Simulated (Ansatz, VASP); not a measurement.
Be3Sb2 in VASP and in Ansatz

```
Be Sb
1.0
     4.01598    0.00000    0.00000
     0.00000    4.01598    0.00000
     0.00000    0.00000    5.88346
Be Sb
3 2
Direct
  0.00000 0.00000 0.00000
  0.50000 0.50000 0.50000
  0.00000 0.00000 0.50000
  0.50000 0.00000 0.75657
  0.00000 0.50000 0.24343
```

Change from the starting cell: ordered vacancies on the cation sites of antifluorite (P-4m2, No. 115).

Alike in both runs: functional PBE; k mesh 4 × 4 × 4; occupations gaussian, width 0.1 eV; no spin polarisation.

Ansatz relaxed the structure, and its values are those at the end. VASP's run is a single point on that final structure, the one shown.

```csv
,VASP,Ansatz
version,VASP 6.6.1,Ansatz 0.2.0
potentials or method,"VASP PAW PBE potentials, release 64 (Be, Sb)","scalar-relativistic, plane waves, PAW"
plane-wave cutoff (eV),520,420
valence electrons in the cell,16,36
```

VASP gave:

| Quantity | Value |
| --- | --- |
| gap on the k mesh at the Fermi level (eV) | none |
| pressure (GPa) | 0.3 |
| rms of the force components (eV/Å) | 0.012 |

Task: What did Ansatz give for the same quantities?

Result: gap on the k mesh at the Fermi level (eV): none; pressure (GPa): 0.0; rms of the force components (eV/Å): 0.001.

A gap of «none» marks a metal or a gap that the smearing closes. The two sets of potentials don't hold the same shells in valence.

Caveats: the k mesh is coarse (spacing up to 0.39 Å⁻¹), so the values aren't converged. The runs have no spin-orbit coupling, so splittings on Sb are missing.
